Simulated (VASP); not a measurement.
Consider the following.

```
Cu
1.0
    0.00000     1.72857     1.72857
    1.72857     0.00000     1.72857
    1.72857     1.72857     0.00000
Cu
1
Cartesian
  0.00000   0.00000   0.00000
```

Computed with PBEsol GGA, VASP's PBE PAW potentials (set 64) (plane waves; VASP). Numerical set-up: 500 eV cut-off, 18×18×18 Γ-centred mesh, first-order Methfessel-Paxton smearing of 0.10 eV, potentials Cu.

Energy and stress use the plane-wave basis of the starting cell.

### Question
The ions, cell shape and volume at an external pressure of 30.0 GPa are relaxed. Predict the relaxed structure.

### Answer

```
Cu
1.0
    0.00000     1.70811     1.70811
    1.70811     0.00000     1.70811
    1.70811     1.70811     0.00000
Cu
1
Direct
  0.00000   0.00000   0.00000
```
Space group Fm-3m (225), at a tolerance of 0.03 Å.

### Question
How do energy and volume change from the first to the last step?

### Answer
The energy (σ→0) changes by +55.7 meV/atom and the volume by -3.5 %, in 3 ionic steps.

```
step  E(σ→0) (eV)  max force (eV/Å)  pressure (GPa)  volume (Å³)
----  -----------  ----------------  --------------  -----------
1         -4.2486             0.000           19.80        10.33
2         -4.0460             0.000           51.17         9.38
3         -4.1929             0.000           29.84         9.97
```

The compound is Cu in the fcc structure. This run relaxes it under an external pressure of 30 GPa. Symmetry was kept, so distortions that lower it aren't found.
